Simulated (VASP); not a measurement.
# SiC4 (Im-3m) in VASP: a series of runs, part 2 of 2

VASP 6.6.1. The steps go on from the part before.

## Step 3: Relaxation of cell and atoms, PBE (species swapped into the MnGa4 type (Im-3m, No. 229))

Contents of INCAR:

```
SYSTEM = SiC4
PREC     = Accurate       ! precision mode
ENCUT    = 600            ! plane-wave cutoff, eV
EDIFF    = 1E-7           ! SCF threshold, eV
ISMEAR   = 0              ! smearing method
SIGMA    = 0.1            ! smearing width, eV
LREAL    = .FALSE.        ! projectors in reciprocal space
LASPH    = .TRUE.         ! aspherical terms in the spheres
NELM     = 80             ! most SCF steps
ALGO     = Normal         ! electronic algorithm
ISIF     = 3              ! what is computed and relaxed
LWAVE    = .FALSE.        ! write WAVECAR
LCHARG   = .FALSE.        ! write CHGCAR
GGA      = PE             ! functional
IBRION   = 2              ! ionic algorithm
NSW      = 100            ! ionic steps
EDIFFG   = -0.01          ! ionic threshold
```

Contents of KPOINTS:

```
Automatic mesh
0
G
  12 12 12
  0 0 0
```

Contents of POSCAR:

```
SiC4
1.0
   -2.1933300302      2.1933300302      2.1933300302
    2.1933300302     -2.1933300302      2.1933300302
    2.1933300302      2.1933300302     -2.1933300302
Si C
1 4
Direct
    0.0000000000      0.0000000000      0.0000000000
    0.0000000000      0.0000000000      0.5000000000
    0.0000000000      0.5000000000      0.0000000000
    0.5000000000      0.0000000000      0.0000000000
    0.5000000000      0.5000000000      0.5000000000
```

Potentials or basis: VASP PAW PBE potentials, release 64 (Si, C).

Run with:

```bash
$ cat potpaw_PBE.64/Si/POTCAR potpaw_PBE.64/C/POTCAR > POTCAR
$ mpirun -np 1 vasp_std > vasp.out
```

OUTCAR:

```text
SYSTEM = SiC4
   PREC = Accurate
   ENCUT = 600
   EDIFF = 1E-7
   ISMEAR = 0
   LREAL = .FALSE.
   LASPH = .TRUE.
   NELM = 80
   ISIF = 3
   GGA = PE
   IBRION = 2
   NSW = 100
   EDIFFG = -0.01

 ion  position               nearest neighbor table
   1  0.000  0.000  0.000-   2 1.90   3 1.90   4 1.90   5 1.90   2 1.90   3 1.90   4 1.90   5 1.90

   2  0.000  0.000  0.500-   1 1.90   1 1.90
   3  0.000  0.500  0.000-   1 1.90   1 1.90
   4  0.500  0.000  0.000-   1 1.90   1 1.90
   5  0.500  0.500  0.500-   1 1.90   1 1.90

  LATTYP: Found a body centered cubic cell.
 ALAT       =     4.3866600604

  Lattice vectors:

 A1 = (  -2.1933300302,   2.1933300302,   2.1933300302)
 A2 = (   2.1933300302,  -2.1933300302,   2.1933300302)
[... 284 lines left out ...]
      3       0.2433      2.00000
      4       0.2433      2.00000
      5       0.3918      2.00000
      6       0.3918      2.00000
      7       0.3918      2.00000
      8       4.0678      2.00000
      9       4.0678      2.00000
     10       4.0678      2.00000
     11       9.5675      0.00000
     12      11.7179      0.00000
     13      11.7179      0.00000
     14      11.7179      0.00000
[... 377 lines left out ...]
      1      -7.4660      2.00000
      2      -6.0038      2.00000
      3      -3.1511      2.00000
      4      -2.2091      2.00000
      5       1.5878      2.00000
      6       1.9821      2.00000
      7       5.8634      2.00000
      8       6.4704      2.00000
      9       6.5477      2.00000
     10       6.6951      2.00000
     11       8.2792      0.50453
     12       8.9119      0.00000
     13       9.2395      0.00000
     14      10.9951      0.00000

 [... further k-points ...]

------------------------ aborting loop because EDIFF is reached ----------------------------------------

  FORCE on cell =-STRESS in cart. coord.  units (eV):
  Direction    XX          YY          ZZ          XY          YZ          ZX
  --------------------------------------------------------------------------------------
  -------------------------------------------------------------------------------------
  Total        0.0011883      0.0011883      0.0011883      0.0000000     -0.0000000     -0.0000000
  in kB        0.0455244      0.0455244      0.0455244      0.0000000     -0.0000000     -0.0000000
  external PRESSURE =       0.0455244 kB  Pullay stress =       0.0000000 kB
[... 20 lines left out ...]
  FREE ENERGIE OF THE ION-ELECTRON SYSTEM (eV)
  ---------------------------------------------------
  free  energy   TOTEN  =       -28.7125718033 eV

  energy  without entropy=      -28.7046904424  energy(sigma->0) =      -28.70863112

 reached required accuracy - stopping structural energy minimisation
```

OSZICAR:

```text
N       E                     dE             d eps       ncg     rms          rms(c)
DAV:   1     0.581248916604E+02    0.58125E+02   -0.10904E+04  2016   0.145E+03
DAV:   2    -0.246811014112E+02   -0.82806E+02   -0.80424E+02  2640   0.223E+02
DAV:   3    -0.290684375261E+02   -0.43873E+01   -0.42578E+01  2760   0.474E+01
[... 24 lines left out ...]
DAV:   3    -0.287125737001E+02    0.63321E-04   -0.17562E-04  2130   0.864E-02    0.827E-03
DAV:   4    -0.287125727697E+02    0.93042E-06   -0.28153E-06  2836   0.128E-02    0.632E-03
DAV:   5    -0.287125720100E+02    0.75968E-06   -0.60546E-07  2304   0.493E-03    0.192E-03
DAV:   6    -0.287125718648E+02    0.14521E-06   -0.87342E-08  1356   0.222E-03    0.964E-04
DAV:   7    -0.287125718033E+02    0.61522E-07   -0.79718E-09  1230   0.857E-04
   3 F= -.28712572E+02 E0= -.28708631E+02  d E =-.205774E-02
```

Run time: 47 s. Hardware: 1 thread of Intel Xeon Platinum 8559C (Emerald Rapids), shared host; peak memory 0.19 GiB.

What came out:

```yaml
Free_energy: -28.7126 eV
Relaxed_volume: 8.36 Å³/atom
Relaxed_cell: a = 3.787 Å, b = 3.787 Å, c = 3.787 Å, α = 109.47°, β = 109.47°, γ = 109.47°
Space_group_after_relaxing_to_0.05_Å: Im-3m (No. 229)
Energy_gained_by_relaxing: 0.4 meV/atom
Ionic_steps: 3
Pressure_after_relaxing: 0.0 GPa
Band_gap_on_the_k_mesh: none (metal or under the smearing width)
```

The path:
```csv
step,energy change (eV),largest force (eV/Å),pressure (GPa),volume (Å³)
1,0.0000,0.0000,-1.70,42.21
2,-0.0017,0.0000,0.72,41.66
3,-0.0021,0.0000,0.00,41.82
```

Final structure:
```xyz
5
Lattice="-2.1866 2.1866 2.1866 2.1866 -2.1866 2.1866 2.1866 2.1866 -2.1866" Properties=species:S:1:pos:R:3 pbc="T T T"
Si    0.0000    0.0000    0.0000
C     1.0933    1.0933   -1.0933
C     1.0933   -1.0933    1.0933
C    -1.0933    1.0933    1.0933
C     1.0933    1.0933    1.0933
```

Levels at points of the mesh, in eV from the Fermi level:
```csv
k point,band 7,band 8,band 9,band 10,band 11,band 12,band 13,band 14
"(0.00, 0.00, 0.00)",-7.84,-4.16,-4.16,-4.16,1.34,3.49,3.49,3.49
"(0.50, 0.00, 0.00)",-2.67,-1.84,-1.67,-1.42,-0.09,1.03,1.26,3.03
"(0.50, 0.50, 0.50)",-3.26,-3.26,-3.26,-2.55,4.39,4.39,4.39,5.91
```

## Step 4: Single point, PBE (species swapped into the MnGa4 type (Im-3m, No. 229))

Contents of INCAR:

```
SYSTEM = SiC4
ALGO = Normal
EDIFF = 1E-6
ENCUT = 520
GGA = PE
ISIF = 2
ISMEAR = 0
LASPH = .TRUE.
LCHARG = .FALSE.
LREAL = .FALSE.
LWAVE = .FALSE.
NBANDS = 18
NELM = 80
PREC = Accurate
SIGMA = 0.1
```

Contents of KPOINTS:

```
k-points
0
G
  6 6 6
  0 0 0
```

Changes to POSCAR since step 3:

```diff
@@ -2,5 +2,5 @@
 1.0
-   -2.1933300302      2.1933300302      2.1933300302
-    2.1933300302     -2.1933300302      2.1933300302
-    2.1933300302      2.1933300302     -2.1933300302
+   -2.5326690600      2.5326690600      2.5326690600
+    2.5326690600     -2.5326690600      2.5326690600
+    2.5326690600      2.5326690600     -2.5326690600
 Si C
```

Run with:

```bash
$ cat potpaw_PBE.64/Si/POTCAR potpaw_PBE.64/C/POTCAR > POTCAR
$ mpirun -np 1 vasp_std > vasp.out
```

Run time: 9.3 s. Hardware: 1 thread of Intel Xeon Platinum 8559C (Emerald Rapids), shared host; peak memory 0.19 GiB.

Results (log left out):

```
Free energy            : -25.3745 eV
Pressure               : -32.6 GPa
Band gap on the k mesh : none (metal or under the smearing width)
```

Levels at points of the mesh, in eV from the Fermi level:
```tsv
k point	band 7	band 8	band 9	band 10	band 11	band 12	band 13	band 14
(0.00, 0.00, 0.00)	-5.27	-2.08	-2.08	-2.08	-0.97	2.57	2.57	2.57
(0.50, 0.00, 0.00)	-1.31	-1.14	-0.43	-0.41	-0.37	0.08	1.29	1.70
(0.50, 0.50, 0.50)	-4.37	-1.64	-1.64	-1.64	3.09	3.09	3.09	3.99
```

Caveat: a pressure of tens of GPa on the cell as given is suspect, and the run, the potentials or the cell itself is likely at fault.

## Step 5: Summary

```tsv
task	cell	k mesh	cutoff (eV)	gap on the mesh (eV)	pressure (GPa)
single point	species swapped into the MnGa4 type (Im-3m, No. 229)	12 × 12 × 12	520	none	-0.2
relaxation of cell and atoms	relaxed from: species swapped into the MnGa4 type (Im-3m, No. 229)	12 × 12 × 12	600	none	0.0
single point	species swapped into the MnGa4 type (Im-3m, No. 229)	6 × 6 × 6	520	none	-32.6
```

Alike in all rows: level PBE; potentials or basis VASP PAW PBE potentials, release 64 (Si, C); no spin polarisation; smearing gaussian 0.1 eV.

Caveats: a pressure of tens of GPa on the cell as given is suspect, and the run, the potentials or the cell itself is likely at fault (some runs).

Total energies depend on the potentials used, so only differences within one code and one set of settings carry meaning.
